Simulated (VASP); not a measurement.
These are PBE GGA, VASP's PBE PAW potentials (set 64) (plane waves; VASP 6.6.1) values and carry that method's errors.

Input for VASP

### KPOINTS
```
Automatic mesh
0
Gamma
17 17 17
0 0 0
```

**POSCAR**
```
V
1
   -1.4939674693     1.4939674693     1.4939674693
    1.4939674693    -1.4939674693     1.4939674693
    1.4939674693     1.4939674693    -1.4939674693
V
1
Direct
  0.0000000000   0.0000000000   0.0000000000
```

**INCAR**
```
# general
SYSTEM   =  V
PREC     =  Accurate
ENCUT    =  500   # plane-wave cut-off (eV)
LREAL    =  .False.   # projection in real space or not
LASPH    =  .True.   # aspherical one-centre terms

# electronic loop
EDIFF    =  1E-6
NELM     =  100   # most electronic steps
ALGO     =  Normal   # blocked Davidson
LMAXMIX  =  4

# smearing
ISMEAR   =  1   # Methfessel-Paxton
SIGMA    =  0.1

# functional
GGA      =  PE   # PBE

# ions
IBRION   =  2
NSW      =  40   # most ionic steps
ISIF     =  3
EDIFFG   =  -0.02   # ionic stop

# output
LWAVE    =  .False.
LCHARG   =  .False.
```

POTCAR, in this order: V_sv (PBE.64 set). Program: vasp_std.

What VASP printed:

**OUTCAR**
```
 ion  position               nearest neighbor table
   1  0.000  0.000  0.000-
  LATTYP: Found a body centered cubic cell.
 ALAT       =     2.9879349386
 Subroutine PRICEL returns:
 Original cell was already a primitive cell.
 Subroutine GETGRP returns: Found 48 space group operations
The static configuration has the point symmetry O_h .
The dynamic configuration has the point symmetry O_h .
 Subroutine INISYM returns: Found 48 space group operations
 Subroutine IBZKPT returns following result:
 Found    165 irreducible k-points:

 Following reciprocal coordinates:
            Coordinates               Weight
  0.000000  0.000000  0.000000      1.000000
  0.058824  0.000000  0.000000     12.000000
  0.117647  0.000000  0.000000     12.000000
  0.176471  0.000000  0.000000     12.000000
  0.235294  0.000000  0.000000     12.000000
  0.294118  0.000000  0.000000     12.000000
  0.352941  0.000000  0.000000     12.000000
  0.411765  0.000000  0.000000     12.000000
  0.470588  0.000000  0.000000     12.000000
  0.058824  0.058824  0.000000     24.000000
  0.117647  0.058824  0.000000     48.000000
  0.176471  0.058824 -0.000000     48.000000
  0.235294  0.058824 -0.000000     48.000000
  0.294118  0.058824  0.000000     48.000000
  0.352941  0.058824  0.000000     48.000000
  0.411765  0.058824  0.000000     48.000000
  0.470588  0.058824 -0.000000     24.000000
  0.117647  0.117647  0.000000     24.000000
  0.176471  0.117647 -0.000000     48.000000
  0.235294  0.117647 -0.000000     48.000000
  0.294118  0.117647  0.000000     48.000000
  0.352941  0.117647  0.000000     48.000000
  0.411765  0.117647  0.000000     48.000000
  0.176471  0.176471  0.000000     24.000000
  0.235294  0.176471 -0.000000     48.000000
  0.294118  0.176471  0.000000     48.000000
  0.352941  0.176471 -0.000000     48.000000
  0.411765  0.176471  0.000000     24.000000
  0.235294  0.235294  0.000000     24.000000
  0.294118  0.235294  0.000000     48.000000
  0.352941  0.235294 -0.000000     48.000000
  0.294118  0.294118  0.000000     24.000000
  0.352941  0.294118  0.000000     24.000000
  0.058824  0.058824  0.058824      8.000000
  0.117647  0.058824  0.058824     24.000000
  0.176471  0.058824  0.058824     24.000000
  0.235294  0.058824  0.058824     24.000000
  0.294118  0.058824  0.058824     24.000000
  0.352941  0.058824  0.058824     24.000000
  0.411765  0.058824  0.058824     24.000000
   k-points           NKPTS =    165   k-points in BZ     NKDIM =    165   number of bands    NBANDS=     10
   number of dos      NEDOS =    301   number of ions     NIONS =      1
   total plane-waves  NPLWV =   8000
   dimension x,y,z NGX =    20 NGY =   20 NGZ =   20
   dimension x,y,z NGXF=    40 NGYF=   40 NGZF=   40
   ions per type =               1
   PREC   = accura    normal or accurate (medium, high low for compatibility)
   ISTART =      0    job   : 0-new  1-cont  2-samecut
   ICHARG =      2    charge: 1-file 2-atom 10-const
   ISPIN  =      1    spin polarized calculation?
   LNONCOLLINEAR =      F non collinear calculations
   LSORBIT =      F    spin-orbit coupling
   INIWAV =      1    electr: 0-lowe 1-rand  2-diag
   ENCUT  =  500.0 eV  36.75 Ry    6.06 a.u.   4.72  4.72  4.72*2*pi/ulx,y,z
   NELM   =    100;   NELMIN=  2; NELMDL= -5     # of ELM steps
   EDIFF  = 0.1E-05   stopping-criterion for ELM
   LREAL  =      F    real-space projection
   NLSPLINE    = F    spline interpolate recip. space projectors
   LMAXMIX     =    4 max onsite mixed and CHGCAR
   VOSKOWN=      0    Vosko Wilk Nusair interpolation
...
```

File OSZICAR:
```
       N       E                     dE             d eps       ncg     rms          rms(c)
DAV:   1     0.836239265444E+02    0.83624E+02   -0.72510E+03  3300   0.138E+03
DAV:   2    -0.897722297534E+01   -0.92601E+02   -0.90707E+02  3400   0.363E+02
DAV:   3    -0.103613072985E+02   -0.13841E+01   -0.13640E+01  3468   0.529E+01
DAV:   4    -0.103696077820E+02   -0.83005E-02   -0.82997E-02  3348   0.436E+00
DAV:   5    -0.103697030437E+02   -0.95262E-04   -0.95260E-04  3428   0.461E-01    0.186E+01
DAV:   6    -0.901562478490E+01    0.13541E+01   -0.54396E+00  3314   0.351E+01    0.181E+00
DAV:   7    -0.899664370941E+01    0.18981E-01   -0.21381E-02  3330   0.210E+00    0.956E-01
DAV:   8    -0.898844504157E+01    0.81987E-02   -0.66190E-03  3318   0.142E+00    0.670E-02
DAV:   9    -0.898848343892E+01   -0.38397E-04   -0.80563E-05  3328   0.151E-01    0.331E-02
DAV:  10    -0.898848734694E+01   -0.39080E-05   -0.76472E-06  3316   0.333E-02    0.140E-03
DAV:  11    -0.898848815293E+01   -0.80599E-06   -0.68708E-08  1670   0.423E-03
   1 F= -.89884882E+01 E0= -.89880903E+01  d E =-.898849E+01
       N       E                     dE             d eps       ncg     rms          rms(c)
DAV:   1    -0.911131779673E+01   -0.12283E+00   -0.25022E+00  3300   0.282E+01    0.365E+00
DAV:   2    -0.899023231766E+01    0.12109E+00   -0.59685E-01  3308   0.110E+01    0.787E-01
DAV:   3    -0.898858510272E+01    0.16472E-02   -0.36984E-03  3300   0.952E-01    0.371E-01
DAV:   4    -0.898804814883E+01    0.53695E-03   -0.12598E-03  3304   0.490E-01    0.289E-02
DAV:   5    -0.898805505741E+01   -0.69086E-05   -0.16463E-05  3354   0.592E-02    0.101E-02
DAV:   6    -0.898805560295E+01   -0.54554E-06   -0.17604E-06  2822   0.180E-02
   2 F= -.89880556E+01 E0= -.89877296E+01  d E =0.432550E-03
       N       E                     dE             d eps       ncg     rms          rms(c)
DAV:   1    -0.902637397116E+01   -0.38319E-01   -0.75136E-01  3300   0.153E+01    0.209E+00
DAV:   2    -0.898988947213E+01    0.36484E-01   -0.16965E-01  3310   0.605E+00    0.459E-01
DAV:   3    -0.898946786959E+01    0.42160E-03   -0.77393E-04  3300   0.446E-01    0.236E-01
DAV:   4    -0.898928761315E+01    0.18026E-03   -0.36830E-04  3304   0.261E-01    0.135E-02
DAV:   5    -0.898928680128E+01    0.81187E-06   -0.27860E-06  3030   0.241E-02
   3 F= -.89892868E+01 E0= -.89889154E+01  d E =-.798648E-03
```

**OUTCAR**
```
------------------------ aborting loop because EDIFF is reached ----------------------------------------
  FORCE on cell =-STRESS in cart. coord.  units (eV):
  Direction    XX          YY          ZZ          XY          YZ          ZX
  --------------------------------------------------------------------------------------
  Total       -0.0013625     -0.0013625     -0.0013625      0.0000000     -0.0000000      0.0000000
  in kB       -0.1620084     -0.1620084     -0.1620084      0.0000000     -0.0000000      0.0000000
  external PRESSURE =      -0.1620084 kB  Pullay stress =       0.0000000 kB
  volume of cell :       13.47
      direct lattice vectors                 reciprocal lattice vectors
    -1.499056492  1.499056492  1.499056492     0.000000000  0.333543134  0.333543134
     1.499056492 -1.499056492  1.499056492     0.333543134  0.000000000  0.333543134
     1.499056492  1.499056492 -1.499056492     0.333543134  0.333543134  0.000000000
 POSITION                                       TOTAL-FORCE (eV/Angst)
 -----------------------------------------------------------------------------------
      0.00000      0.00000      0.00000         0.000000     -0.000000     -0.000000
 -----------------------------------------------------------------------------------
    total drift:                                0.000000     -0.000000      0.000000
  FREE ENERGIE OF THE ION-ELECTRON SYSTEM (eV)
  ---------------------------------------------------
  free  energy   TOTEN  =        -8.9892868013 eV

  energy  without entropy=       -8.9881726358  energy(sigma->0) =       -8.98891541

 reached required accuracy - stopping structural energy minimisation
```
(Selected blocks of OUTCAR.)

File CONTCAR:
```
V
   1.00000000000000
    -1.4990564915559004    1.4990564915559004    1.4990564915559004
     1.4990564915559004   -1.4990564915559004    1.4990564915559004
     1.4990564915559004    1.4990564915559004   -1.4990564915559004
  V
     1
Direct
     0.0000000000000000    0.0000000000000000    0.0000000000000000
```

File OUTCAR:
```
 val. band max:        9.6898322839   @ k =   0.3529   0.1765  -0.0000

 cond. band min:       9.7120215845   @ k =   0.2353   0.0000   0.0000


 Fermi energy:         9.6978723944

 k-point     1 :       0.0000    0.0000    0.0000
  band No.  band energies     occupation
      1     -54.0262      2.00000
      2     -27.3271      2.00000
      3     -27.3271      2.00000
      4     -27.3271      2.00000
      5       3.1167      2.00000
      6      10.1085     -0.00000
      7      10.1085     -0.00000
      8      10.1085     -0.00000
      9      12.1166      0.00000
     10      12.1166      0.00000

 k-point     2 :       0.0588    0.0000    0.0000
  band No.  band energies     occupation
      1     -54.0197      2.00000
      2     -27.3590      2.00000
      3     -27.3369      2.00000
      4     -27.3275      2.00000
      5       3.2567      2.00000
      6      10.0488     -0.00001
      7      10.0961     -0.00000
      8      10.2081     -0.00000
      9      12.0474      0.00000
     10      12.1204      0.00000

 k-point     3 :       0.1176    0.0000    0.0000
  band No.  band energies     occupation
      1     -54.0008      2.00000
      2     -27.4491      2.00000
      3     -27.3645      2.00000
      4     -27.3281      2.00000
      5       3.6638      2.00000
      6       9.8815     -0.02613
      7      10.0377     -0.00002
      8      10.4999     -0.00000
      9      11.8926      0.00000
     10      12.1342      0.00000

 k-point     4 :       0.1765    0.0000    0.0000
  band No.  band energies     occupation
      1     -53.9722      2.00000
      2     -27.5842      2.00000
      3     -27.4061      2.00000
      4     -27.3291      2.00000
      5       4.2955      2.00000
      6       9.6375      1.84319
      7       9.8965     -0.01672
      8      10.9627     -0.00000
      9      11.7739      0.00000
     10      12.1637      0.00000

 k-point     5 :       0.2353    0.0000    0.0000
...
```

The compound is V in the bcc structure. This run relaxes it. Symmetry was kept, so distortions that lower it aren't found. The run is not spin-polarised, so no magnetic state was tried.
